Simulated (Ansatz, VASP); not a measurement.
## Nb2Te5 in VASP and in Ansatz

```
Nb Te
1.0
     3.60589    0.00000    0.00000
    -1.80294    3.12279    0.00000
     0.00000    0.00000   18.26200
Nb Te
2 5
Cartesian
  0.0000 0.0000 13.2125
  0.0000 0.0000 5.0495
  1.8029 1.0409 15.1019
  0.0000 2.0819 11.3313
  0.0000 2.0819 3.1601
  1.8029 1.0409 6.9307
  0.0000 0.0000 0.0000
```

Alike in both runs: functional PBE; k mesh 5 × 5 × 1; occupations gaussian, width 0.2 eV; no spin polarisation.

Ansatz relaxed the structure, and its values are those at the end. VASP's run is a single point on that final structure, the one shown.

|  | VASP | Ansatz |
| --- | --- | --- |
| version | VASP 6.6.1 | Ansatz 0.2.0 |
| potentials or method | VASP PAW PBE potentials, release 64 (Nb_sv, Te) | scalar-relativistic, plane waves, PAW |
| plane-wave cutoff (eV) | 520 | 420 |
| valence electrons in the cell | 56 | 106 |

```csv
,VASP,Ansatz,Ansatz less VASP
gap on the k mesh at the Fermi level (eV),none,none,-
pressure (GPa),-0.1,0.0,+0.09
rms of the force components (eV/Å),0.006,0.005,-0.0013
```

A gap of «none» marks a metal or a gap that the smearing closes. The two sets of potentials don't hold the same shells in valence.

Caveats: the k mesh is coarse (spacing up to 0.40 Å⁻¹), so the values aren't converged; this functional lacks dispersion, which binds the layers, so the pressure and a relaxed spacing across them are unreliable. The runs have no spin-orbit coupling, so splittings on Te are missing.
